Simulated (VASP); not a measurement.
Consider the following.

```xyz
5
Lattice="6.0463 0.0000 0.0000 0.0000 6.0463 0.0000 0.0000 0.0000 6.0463" Properties=species:S:1:pos:R:3 pbc="T T T"
Cs     0.0000     0.0000     0.0000
Pb     3.0232     3.0232     3.0232
Br     3.0232     0.0000     3.0232
Br     0.0000     3.0232     3.0232
Br     3.0232     3.0232     0.0000
```

Computed with PBE GGA with D3 dispersion (Becke-Johnson damping), VASP's PBE PAW potentials (set 64) (plane waves; VASP). Run with 520 eV cut-off, 4×4×4 Γ-centred mesh, Gaussian smearing of 0.050 eV, potentials Cs_sv Pb_d Br.

Give the stress tensor in GPa (positive for a compressed cell).

```
-1.06   0.00   0.00
 0.00  -1.06   0.00
 0.00   0.00  -1.06
```
The pressure is its mean diagonal, -1.06 GPa.

The compound is CsPbBr3 in the cubic perovskite structure, the ideal cubic form; the compound distorts at low or room temperature. This cell is one point of a volume scan, at 1.06 of the reference volume.
